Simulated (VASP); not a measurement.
These are r2SCAN meta-GGA, VASP's PBE PAW potentials (set 64) (plane waves; VASP) values and carry that method's errors. For the first row: Numerical set-up: 520 eV cut-off, 8×8×8 Γ-centred mesh, Gaussian smearing of 0.050 eV, potentials Ga_d As.

```tsv
system	energy (eV/atom)
GaAs (zinc blende)	-13.5266
Ga atom	-8.6111
As atom	-11.8341
```

Atoms are spin-polarised in a large box without symmetry, with the spin fixed by Hund's rule, and may not be in the lowest state of each functional; no zero-point energy is added.

Q: What is the cohesive energy per atom of GaAs?

A: The references average (1×(-8.6111) + 1×(-11.8341))/2 = -10.2226 eV, so the cohesive energy is -10.2226 − (-13.5266) = 3.304 eV/atom. Measured: 3.340 eV/atom at 0 K (as given by Daniel Mejia-Rodriguez et al., Physical Review B (2018), arXiv:1807.09216; static lattice: zero-point vibration energy added).
